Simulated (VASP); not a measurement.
Output of a VASP run:

File OSZICAR:
```
       N       E                     dE             d eps       ncg     rms          rms(c)
DAV:   1     0.200509241332E+03    0.20051E+03   -0.15088E+04  7058   0.241E+03
DAV:   2     0.101884795788E+02   -0.19032E+03   -0.18805E+03  7062   0.448E+02
DAV:   3    -0.710002575153E+01   -0.17289E+02   -0.17090E+02  8236   0.138E+02
DAV:   4    -0.761010666601E+01   -0.51008E+00   -0.50900E+00  8014   0.259E+01
DAV:   5    -0.762977541165E+01   -0.19669E-01   -0.19668E-01  9652   0.467E+00    0.226E+00
DAV:   6    -0.761511572292E+01    0.14660E-01   -0.33894E-02  9120   0.284E+00    0.127E+00
DAV:   7    -0.761189425401E+01    0.32215E-02   -0.21104E-02  9180   0.219E+00    0.163E-01
DAV:   8    -0.761184952176E+01    0.44732E-04   -0.19390E-03  8202   0.656E-01    0.351E-02
DAV:   9    -0.761185884574E+01   -0.93240E-05   -0.57382E-05  9042   0.797E-02    0.123E-02
DAV:  10    -0.761185736091E+01    0.14848E-05   -0.66690E-06  8912   0.381E-02    0.185E-03
DAV:  11    -0.761185745397E+01   -0.93062E-07   -0.25046E-07  5848   0.713E-03
   1 F= -.84429609E+01 E0= -.84429675E+01  d E =-.844296E+01
```

File OUTCAR:
```
------------------------ aborting loop because EDIFF is reached ----------------------------------------
  Edisp (eV):   -0.83110
  FORCE on cell =-STRESS in cart. coord.  units (eV):
  Direction    XX          YY          ZZ          XY          YZ          ZX
  --------------------------------------------------------------------------------------
  Total      -0.54643    -0.54643    -0.53047     0.00000     0.00000     0.00000
  in kB     -15.66666   -15.66666   -15.20891     0.00000     0.00000     0.00000
  external pressure =      -15.51 kB  Pullay stress =        0.00 kB
  volume of cell :       55.88
      direct lattice vectors                 reciprocal lattice vectors
    -2.951233176  2.951233176  1.604000533     0.000000000  0.169420703  0.311720595
     2.951233176 -2.951233176  1.604000533     0.169420703  0.000000000  0.311720595
     2.951233176  2.951233176 -1.604000533     0.169420703  0.169420703  0.000000000
 POSITION                                       TOTAL-FORCE (eV/Angst)
 -----------------------------------------------------------------------------------
      2.95123      0.00000      0.80200        -0.000000      0.000000      0.000000
      0.00000      0.00000      0.00000         0.000000     -0.000000     -0.000000
 -----------------------------------------------------------------------------------
    total drift:                               -0.000000     -0.000000      0.000000
  FREE ENERGIE OF THE ION-ELECTRON SYSTEM (eV)
  ---------------------------------------------------
  free  energy   TOTEN  =        -8.4429608934 eV

  energy  without entropy=       -8.4429805856  energy(sigma->0) =       -8.44296746

 reached required accuracy - stopping structural energy minimisation
```
(Selected blocks of OUTCAR.)

POSCAR:
```
Sn
1
   -2.9512331755     2.9512331755     1.6040005328
    2.9512331755    -2.9512331755     1.6040005328
    2.9512331755     2.9512331755    -1.6040005328
Sn
2
Direct
  0.2500000000   0.7500000000   0.5000000000
  1.0000000000   0.0000000000   1.0000000000
```

Write an INCAR and KPOINTS that could have produced this output.

This is not unique; one that fits is the input of the run itself, PBE GGA with D4 dispersion, plane waves, VASP's PBE PAW potentials (set 64).

### KPOINTS
```
Automatic
0
Gamma
 13 13 13
```

INCAR:
```
SYSTEM = Sn
PREC = Accurate
ENCUT = 520
EDIFF = 1E-7
NELM = 100
ALGO = Normal
LREAL = .FALSE.
LASPH = .TRUE.
ISMEAR = 1
SIGMA = 0.1
GGA = PE
IVDW = 13
LMAXMIX = 4
LWAVE = .FALSE.
LCHARG = .FALSE.
ISIF = 4
IBRION = 2
NSW = 30
EDIFFG = -0.01
```

POTCAR, in this order: Sn_d (PBE.64 set). Program: vasp_std.

The compound is Sn in the beta structure. This cell is one point of a volume scan, at 1.03 of the reference volume.
